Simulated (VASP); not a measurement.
# La3Te4 (I-43d) in VASP: notebook

One crystal, La3Te4, is run at these levels: LDA; tasks: relaxation of cell and atoms.

Everything below comes from runs of VASP 6.6.1. Logs are shortened: lines on timing, memory, paths and dates and some standing lists are left out, and cuts for length are marked.

### Step 1. The structure

The structure is cubic, space group I-43d (No. 220). Conventional cell: a = 9.619 Å, b = 9.619 Å, c = 9.619 Å, α = 90.00°, β = 90.00°, γ = 90.00°. La (site symmetry -4) has 8 Te at 3.33 Å as nearest neighbours. Around Te (site symmetry 3) lie 6 La at 3.33 Å and 3 Te at 3.59 Å.

### Step 2. Relaxation of cell and atoms, LDA

Input file INCAR:

```
SYSTEM = La3Te4
ALGO = Normal
EDIFF = 1E-6
EDIFFG = -0.01
ENCUT = 600
GGA = CA
IBRION = 2
ISIF = 3
ISMEAR = 1
KPAR = 4
LASPH = .True.
LCHARG = .False.
LREAL = .False.
LWAVE = .False.
NELM = 80
NSW = 90
PREC = Accurate
SIGMA = 0.1
```

Input file KPOINTS:

```
k-points
0
Gamma
  6 6 6
  0 0 0
```

Input file POSCAR:

```
La3Te4
1.0
   -4.8095000000      4.8095000000      4.8095000000
    4.8095000000     -4.8095000000      4.8095000000
    4.8095000000      4.8095000000     -4.8095000000
La Te
6 8
Direct
    0.2500000000      0.6250000000      0.3750000000
    0.3750000000      0.2500000000      0.6250000000
    0.7500000000      0.8750000000      0.1250000000
    0.1250000000      0.7500000000      0.8750000000
    0.6250000000      0.3750000000      0.2500000000
    0.8750000000      0.1250000000      0.7500000000
    0.1660000000      0.1660000000      0.1660000000
    0.8340000000      0.5000000000      0.0000000000
    0.5000000000      0.0000000000      0.3340000000
    0.0000000000      0.8340000000      0.5000000000
    0.3340000000      0.5000000000      0.0000000000
    0.6660000000      0.6660000000      0.6660000000
    0.0000000000      0.3340000000      0.5000000000
    0.5000000000      0.0000000000      0.8340000000
```

Potentials or basis: VASP PAW LDA potentials, release 64 (La, Te).

The run is started by

```
> cat potpaw_LDA.64/La/POTCAR potpaw_LDA.64/Te/POTCAR > POTCAR
> mpirun -np 4 vasp_std > vasp.out
```

OUTCAR:

```text
SYSTEM = La3Te4
   EDIFF = 1E-6
   EDIFFG = -0.01
   ENCUT = 600
   GGA = CA
   IBRION = 2
   ISIF = 3
   ISMEAR = 1
   LASPH = .True.
   LREAL = .False.
   NELM = 80
   NSW = 90
   PREC = Accurate

 ion  position               nearest neighbor table
   1  0.250  0.625  0.375-  13 3.33   9 3.33  12 3.33   8 3.33  11 3.33  14 3.33   7 3.33  10 3.33

   2  0.375  0.250  0.625-   9 3.33  10 3.33  11 3.33  12 3.33   7 3.33   8 3.33  13 3.33  14 3.33

   3  0.750  0.875  0.125-  14 3.33  11 3.33  10 3.33   7 3.33  12 3.33  13 3.33   8 3.33   9 3.33

   4  0.125  0.750  0.875-   8 3.33   7 3.33  13 3.33  14 3.33   9 3.33  10 3.33  11 3.33  12 3.33

   5  0.625  0.375  0.250-  11 3.33  12 3.33  13 3.33  14 3.33   7 3.33   9 3.33   8 3.33  10 3.33

   6  0.875  0.125  0.750-  10 3.33   8 3.33   9 3.33   7 3.33  12 3.33  14 3.33  13 3.33  11 3.33

   7  0.166  0.166  0.166-   4 3.33   6 3.33   3 3.33   5 3.33   2 3.33   1 3.33   9 3.59  13 3.59
                            11 3.59
   8  0.834  0.500  0.000-   4 3.33   1 3.33   6 3.33   2 3.33   3 3.33   5 3.33  12 3.59  10 3.59
                            14 3.59
   9  0.500  0.000  0.334-   2 3.33   1 3.33   6 3.33   5 3.33   4 3.33   3 3.33   7 3.59  11 3.59
                            13 3.59
  10  0.000  0.834  0.500-   6 3.33   3 3.33   2 3.33   4 3.33   5 3.33   1 3.33  14 3.59  12 3.59
                             8 3.59
  11  0.334  0.500  0.000-   5 3.33   3 3.33   2 3.33   1 3.33   4 3.33   6 3.33   9 3.59   7 3.59
                            13 3.59
  12  0.666  0.666  0.666-   1 3.33   5 3.33   2 3.33   3 3.33   6 3.33   4 3.33   8 3.59  14 3.59
                            10 3.59
  13  0.000  0.334  0.500-   1 3.33   4 3.33   5 3.33   2 3.33   3 3.33   6 3.33   7 3.59  11 3.59
                             9 3.59
  14  0.500  0.000  0.834-   3 3.33   4 3.33   5 3.33   1 3.33   6 3.33   2 3.33  12 3.59  10 3.59
                             8 3.59

  LATTYP: Found a body centered cubic cell.
 ALAT       =     9.6190000000

  Lattice vectors:

 A1 = (  -4.8095000000,   4.8095000000,   4.8095000000)
 A2 = (   4.8095000000,  -4.8095000000,   4.8095000000)
 A3 = (   4.8095000000,   4.8095000000,  -4.8095000000)

Analysis of symmetry for initial positions (statically):
=====================================================================
 Subroutine PRICEL returns:
 Original cell was already a primitive cell.

 Routine SETGRP: Setting up the symmetry group for a
 body centered cubic supercell.

 Subroutine GETGRP returns: Found 24 space group operations
 (whereof  3 operations were pure point group operations)
 out of a pool of 48 trial point group operations.

The static configuration has the point symmetry C_3 .
 The point group associated with its full space group is T_d .

Analysis of symmetry for dynamics (positions and initial velocities):
=====================================================================
 Subroutine PRICEL returns:
 Original cell was already a primitive cell.

 Routine SETGRP: Setting up the symmetry group for a
 body centered cubic supercell.

 Subroutine GETGRP returns: Found 24 space group operations
 (whereof  3 operations were pure point group operations)
 out of a pool of 48 trial point group operations.

The dynamic configuration has the point symmetry C_3 .
 The point group associated with its full space group is T_d .

 Subroutine INISYM returns: Found 24 space group operations
 (whereof  3 operations are pure point group operations),
 and found     1 'primitive' translations

----------------------------------------------------------------------------------------

                                     Primitive cell

  volume of cell :     444.9998

  direct lattice vectors                    reciprocal lattice vectors
    -4.809500000  4.809500000  4.809500000     0.000000000  0.103960911  0.103960911
     4.809500000 -4.809500000  4.809500000     0.103960911  0.000000000  0.103960911
     4.809500000  4.809500000 -4.809500000     0.103960911  0.103960911  0.000000000

  length of vectors
     8.330298359  8.330298359  8.330298359     0.147022930  0.147022930  0.147022930

  position of ions in fractional coordinates (direct lattice)
     0.250000000  0.625000000  0.375000000
     0.375000000  0.250000000  0.625000000
     0.750000000  0.875000000  0.125000000
     0.125000000  0.750000000  0.875000000
     0.625000000  0.375000000  0.250000000
     0.875000000  0.125000000  0.750000000
     0.166000000  0.166000000  0.166000000
     0.834000000  0.500000000  0.000000000
     0.500000000  0.000000000  0.334000000
     0.000000000  0.834000000  0.500000000
     0.334000000  0.500000000  0.000000000
     0.666000000  0.666000000  0.666000000
     0.000000000  0.334000000  0.500000000
     0.500000000  0.000000000  0.834000000

  ion indices of the primitive-cell ions
   primitive index   ion index
                 1           1
                 2           2
                 3           3
                 4           4
                 5           5
                 6           6
                 7           7
                 8           8
                 9           9
                10          10
                11          11
                12          12
                13          13
                14          14

----------------------------------------------------------------------------------------

 KPOINTS: k-points

Automatic generation of k-mesh.
 Grid dimensions read from file:
 generate k-points for:    6    6    6

 Generating k-lattice:

  Cartesian coordinates                     Fractional coordinates (reciprocal lattice)
     0.000000000  0.017326818  0.017326818     0.166666667  0.000000000  0.000000000
     0.017326818  0.000000000  0.017326818     0.000000000  0.166666667  0.000000000
     0.017326818  0.017326818  0.000000000     0.000000000  0.000000000  0.166666667

  Length of vectors
     0.024503822  0.024503822  0.024503822

  Shift w.r.t. Gamma in fractional coordinates (k-lattice)
     0.000000000  0.000000000  0.000000000

 Subroutine IBZKPT returns following result:
 ===========================================

 Found     16 irreducible k-points:

 Following reciprocal coordinates:
            Coordinates               Weight
  0.000000  0.000000  0.000000      1.000000
  0.166667  0.000000  0.000000     12.000000
  0.333333  0.000000  0.000000     12.000000
  0.500000  0.000000  0.000000      6.000000
  0.166667  0.166667  0.000000     24.000000
  0.333333  0.166667 -0.000000     48.000000
[... 8 lines left out ...]
  0.500000  0.500000  0.333333     12.000000
  0.500000  0.500000  0.500000      1.000000
   k-points           NKPTS =     16   k-points in BZ     NKDIM =     16   number of bands    NBANDS=     68
   number of dos      NEDOS =    301   number of ions     NIONS =     14
   total plane-waves  NPLWV = 343000
   dimension x,y,z NGX =    70 NGY =   70 NGZ =   70
   dimension x,y,z NGXF=   140 NGYF=  140 NGZF=  140
   ions per type =               6   8
   NGX,Y,Z   is equivalent  to a cutoff of  13.97, 13.97, 13.97 a.u.
   NGXF,Y,Z  is equivalent  to a cutoff of  27.94, 27.94, 27.94 a.u.
 SYSTEM =  La3Te4
   PREC   = accura    normal or accurate (medium, high low for compatibility)
   ISTART =      0    job   : 0-new  1-cont  2-samecut
   ICHARG =      2    charge: 1-file 2-atom 10-const
   ISPIN  =      1    spin polarized calculation?
   LNONCOLLINEAR =      F non collinear calculations
   LSORBIT =      F    spin-orbit coupling
   LASPH  =      T    aspherical Exc in radial PAW
   ENCUT  =  600.0 eV  44.10 Ry    6.64 a.u.  16.64 16.64 16.64*2*pi/ulx,y,z
   NELM   =     80;   NELMIN=  2; NELMDL= -5     # of ELM steps
   EDIFF  = 0.1E-05   stopping-criterion for ELM
   LREAL  =      F    real-space projection
   EDIFFG = -.1E-01   stopping-criterion for IOM
   NSW    =     90    number of steps for IOM
   IBRION =      2    ionic relax: 0-MD 1-quasi-New 2-CG
   NFREE  =      1    steps in history (QN), initial steepest desc. (CG)
   ISIF   =      3    stress and relaxation
   ISYM   =      2    0-nonsym 1-usesym 2-fastsym
   POTIM  = 0.5000    time-step for ionic-motion
   TEBEG  =    0.0;   TEEND  =   0.0 temperature during run
   PSTRESS=    0.0 pullay stress
   NELECT =     114.0000    total number of electrons
   NUPDOWN=      -1.0000    fix difference up-down
   EMIN   =  10.00;   EMAX   =-10.00  energy-range for DOS
   EFERMI =   0.00;   METHOD = LEGACY
   ISMEAR =     1;   SIGMA  =   0.10  broadening in eV -4-tet -1-fermi 0-gaus
   EFERMI_NEDOS =   21; number of points for ismear=-14 and -15
   IALGO  =     38    algorithm
   IMIX   =      4    mixing-type and parameters
     AMIX     =   0.40;   BMIX     =  1.00
     AMIX_MAG =   1.60;   BMIX_MAG =  1.00
  volume/ion in A,a.u.               =      31.79       214.50
  Fermi-wavevector in a.u.,A,eV,Ry     =   1.039736  1.964817 14.708598  1.081051
  Thomas-Fermi vector in A             =   2.174280
   LORBIT       =      0    0 simple, 1 ext, 2 COOP (PROOUT), +10 PAW based schemes
   GGA     = CA    functional components
   LHFCALC =     F    Hartree Fock is set to
   AEXX    =    0.0000 exact exchange contribution
   IVDW    =     0    specifies the selected vdW correction
   LEPSILON=     F    determine dielectric tensor
   LRPA    =     F    only Hartree local field effects (RPA)
 conjugate gradient relaxation of ions
 non-spin polarized calculation
 Methfessel and Paxton  Order N= 1 SIGMA  =   0.10
  energy-cutoff  :      600.00
  volume of cell :      445.00
 maximum number of plane-waves:     14940
 NGX is ok and might be reduce to    70
   NGX = 33   NGY = 33   NGZ = 33

--------------------------------------- Ionic step        1  -------------------------------------------

 number of electron     113.9999997 magnetization

 Free energy of the ion-electron system (eV)
  ---------------------------------------------------
  ext. energy  EPLUGINS =         0.00000000
  ---------------------------------------------------
  free energy    TOTEN  =       -86.47350563 eV

  energy without entropy =      -86.47079855  energy(sigma->0) =      -86.47260327

 E-fermi :   8.5932     XC(G=0):  -9.9392

 val. band max:        8.5807165016   @ k =   0.3333   0.0000   0.0000
 cond. band min:       8.6344039244   @ k =   0.1667   0.1667   0.1667
 fundamental gap:      0.0536874228
 Fermi energy:         8.5931814821

 k-point     1 :       0.0000    0.0000    0.0000
  band No.  band energies     occupation
      1     -24.9516      2.00000
      2     -24.9325      2.00000
      3     -24.9325      2.00000
      4     -24.9325      2.00000
      5     -24.9263      2.00000
      6     -24.9263      2.00000
[... 1458 lines left out ...]
  energy  without entropy=      -86.8682080263  energy(sigma->0) =      -86.86730716

--------------------------------------- Ionic step        8  -------------------------------------------

 number of electron     114.0000000 magnetization

 Free energy of the ion-electron system (eV)
  ---------------------------------------------------
  ext. energy  EPLUGINS =         0.00000000
  ---------------------------------------------------
  free energy    TOTEN  =       -86.86973439 eV

  energy without entropy =      -86.87134929  energy(sigma->0) =      -86.87027269

 E-fermi :   9.1659     XC(G=0): -10.1696

 val. band max:        9.1624567283   @ k =   0.5000   0.0000   0.0000
 cond. band min:       9.1766330415   @ k =  -0.1667   0.1667   0.1667
 fundamental gap:      0.0141763132
 Fermi energy:         9.1658635351

 k-point     1 :       0.0000    0.0000    0.0000
  band No.  band energies     occupation
      1     -24.2131      2.00000
      2     -24.1873      2.00000
      3     -24.1873      2.00000
      4     -24.1873      2.00000
      5     -24.1791      2.00000
      6     -24.1791      2.00000
[... 1166 lines left out ...]
  FREE ENERGIE OF THE ION-ELECTRON SYSTEM (eV)
  ---------------------------------------------------
  free  energy   TOTEN  =       -86.8697343894 eV

  energy  without entropy=      -86.8713492903  energy(sigma->0) =      -86.87027269

 reached required accuracy - stopping structural energy minimisation
```

Run time: 24 min. Hardware: 4 MPI ranks of Intel Xeon 6975P-C (Granite Rapids), shared host; peak memory 0.97 GiB.

What came out:

* Free energy: -86.8697 eV
* Relaxed volume: 30.15 Å³/atom
* Relaxed cell: a = 8.185 Å, b = 8.185 Å, c = 8.185 Å, α = 109.47°, β = 109.47°, γ = 109.47°
* Space group after relaxing (to 0.05 Å): I-43d (No. 220)
* Energy gained by relaxing: 28.3 meV/atom
* Ionic steps: 8
* Pressure after relaxing: 0.0 GPa
* Band gap on the k mesh: none (metal or under the smearing width)

Forces in eV/Å, atoms in the order of the input:
```
La   0.000  0.000  0.000
La   0.000  0.000  0.000
La   0.000  0.000  0.000
La   0.000  0.000  0.000
La   0.000  0.000  0.000
La   0.000  0.000  0.000
Te  -0.002 -0.002 -0.002
Te  -0.002  0.002  0.002
Te   0.002  0.002 -0.002
Te   0.002 -0.002  0.002
Te  -0.002  0.002  0.002
Te  -0.002 -0.002 -0.002
Te   0.002 -0.002  0.002
Te   0.002  0.002 -0.002
```

The path:
```tsv
step	energy change (eV)	largest force (eV/Å)	pressure (GPa)	volume (Å³)
1	0.0000	0.4052	-3.13	445.00
2	-0.1898	0.3349	2.52	406.21
3	-0.2829	0.3691	0.23	419.64
4	-0.3293	0.2825	0.20	419.88
5	-0.3947	0.0225	0.21	420.60
6	-0.3952	0.0017	0.22	420.67
7	-0.3934	0.0104	-0.37	424.58
8	-0.3962	0.0027	0.00	422.10
```

Final structure:
```
La Te
1.0
    -4.72554    4.72554    4.72554
     4.72554   -4.72554    4.72554
     4.72554    4.72554   -4.72554
La Te
6 8
Direct
  0.25000 0.62500 0.37500
  0.37500 0.25000 0.62500
  0.75000 0.87500 0.12500
  0.12500 0.75000 0.87500
  0.62500 0.37500 0.25000
  0.87500 0.12500 0.75000
  0.15523 0.15523 0.15523
  0.84477 0.50000 0.00000
  0.50000 0.00000 0.34477
  0.00000 0.84477 0.50000
  0.34477 0.50000 0.00000
  0.65523 0.65523 0.65523
  0.00000 0.34477 0.50000
  0.50000 0.00000 0.84477
```

Levels at points of the mesh, in eV from the Fermi level:
| k point | band 52 | band 53 | band 54 | band 55 | band 56 | band 57 | band 58 | band 59 | band 60 | band 61 |
| --- | --- | --- | --- | --- | --- | --- | --- | --- | --- | --- |
| (0.00, 0.00, 0.00) | -2.13 | -2.13 | -1.67 | -1.67 | -1.67 | -0.56 | -0.56 | -0.17 | -0.17 | -0.17 |
| (0.50, 0.00, 0.00) | -2.53 | -2.49 | -2.49 | -1.79 | -1.79 | 0.00 | 0.00 | 0.36 | 0.36 | 0.51 |
| (0.50, 0.50, 0.50) | -2.86 | -1.65 | -1.65 | -1.65 | -1.65 | 0.55 | 0.55 | 0.55 | 0.55 | 0.55 |

### Step 3. Relaxation of cell and atoms, LDA

This run uses another cell than the first one, of 30.15 Å³/atom, 0.949 times its volume.

Edit INCAR of step 2 so:

```diff
@@ -2,4 +2,4 @@
 ALGO = Normal
-EDIFF = 1E-6
-EDIFFG = -0.01
+EDIFF = 1E-7
+EDIFFG = -0.005
 ENCUT = 600
```

KPOINTS is that of step 2.

Input file POSCAR:

```
La3Te4                                  
1.0
   -4.7255361478      4.7255361478      4.7255361478
    4.7255361478     -4.7255361478      4.7255361478
    4.7255361478      4.7255361478     -4.7255361478
  La              Te            
     6     8
Direct
     0.2500000000000000    0.6250000000000000    0.3750000000000000
     0.3750000000000000    0.2500000000000000    0.6250000000000000
     0.7500000000000000    0.8750000000000000    0.1250000000000000
     0.1250000000000000    0.7500000000000000    0.8750000000000000
     0.6250000000000000    0.3750000000000000    0.2500000000000000
     0.8750000000000000    0.1250000000000000    0.7500000000000000
     0.1552311595696184    0.1552311595696184    0.1552311595696184
     0.8447688404303816    0.5000000000000000    0.0000000000000000
     0.5000000000000000    0.0000000000000000    0.3447688404303816
     0.0000000000000000    0.8447688404303816    0.5000000000000000
     0.3447688404303816    0.5000000000000000    0.0000000000000000
     0.6552311595696184    0.6552311595696184    0.6552311595696184
     0.0000000000000000    0.3447688404303816    0.5000000000000000
     0.5000000000000000    0.0000000000000000    0.8447688404303816
```

Potentials or basis: VASP PAW LDA potentials, release 64 (La, Te).

The run is started by

```
> cat potpaw_LDA.64/La/POTCAR potpaw_LDA.64/Te/POTCAR > POTCAR
> mpirun -np 4 vasp_std > vasp.out
```

It took 4.8 min on 4 MPI ranks of Intel Xeon 6975P-C (Granite Rapids), shared host; peak memory 0.79 GiB.

Results (log left out):

| Property | Result |
| --- | --- |
| Free energy | -86.8689 eV |
| Pressure after relaxing | 0.0 GPa |
| Band gap on the k mesh | none (metal or under the smearing width) |

Forces in eV/Å, atoms in the order of the input:
```
La   0.000  0.000  0.000
La   0.000  0.000  0.000
La   0.000  0.000  0.000
La   0.000  0.000  0.000
La   0.000  0.000  0.000
La   0.000  0.000  0.000
Te  -0.002 -0.002 -0.002
Te  -0.002  0.002  0.002
Te   0.002  0.002 -0.002
Te   0.002 -0.002  0.002
Te  -0.002  0.002  0.002
Te  -0.002 -0.002 -0.002
Te   0.002 -0.002  0.002
Te   0.002  0.002 -0.002
```

Final structure:
```yaml
crystal:
  lattice:
    - [-4.72554, 4.72554, 4.72554]
    - [4.72554, -4.72554, 4.72554]
    - [4.72554, 4.72554, -4.72554]
  atoms:
    - { symbol: La, position: [0.25000, 0.62500, 0.37500] }
    - { symbol: La, position: [0.37500, 0.25000, 0.62500] }
    - { symbol: La, position: [0.75000, 0.87500, 0.12500] }
    - { symbol: La, position: [0.12500, 0.75000, 0.87500] }
    - { symbol: La, position: [0.62500, 0.37500, 0.25000] }
    - { symbol: La, position: [0.87500, 0.12500, 0.75000] }
    - { symbol: Te, position: [0.15523, 0.15523, 0.15523] }
    - { symbol: Te, position: [0.84477, 0.50000, 0.00000] }
    - { symbol: Te, position: [0.50000, 0.00000, 0.34477] }
    - { symbol: Te, position: [0.00000, 0.84477, 0.50000] }
    - { symbol: Te, position: [0.34477, 0.50000, 0.00000] }
    - { symbol: Te, position: [0.65523, 0.65523, 0.65523] }
    - { symbol: Te, position: [0.00000, 0.34477, 0.50000] }
    - { symbol: Te, position: [0.50000, 0.00000, 0.84477] }
```

Levels at points of the mesh, in eV from the Fermi level:
| k point | band 52 | band 53 | band 54 | band 55 | band 56 | band 57 | band 58 | band 59 | band 60 | band 61 |
| --- | --- | --- | --- | --- | --- | --- | --- | --- | --- | --- |
| (0.00, 0.00, 0.00) | -2.13 | -2.13 | -1.67 | -1.67 | -1.67 | -0.56 | -0.56 | -0.17 | -0.17 | -0.17 |
| (0.50, 0.00, 0.00) | -2.53 | -2.49 | -2.49 | -1.79 | -1.79 | 0.00 | 0.00 | 0.36 | 0.36 | 0.51 |
| (0.50, 0.50, 0.50) | -2.86 | -1.65 | -1.65 | -1.65 | -1.65 | 0.55 | 0.55 | 0.55 | 0.55 | 0.55 |

Caveat: the relaxation stopped at its first step, so nothing moved. The run has no spin-orbit coupling, so splittings on La, Te are missing.
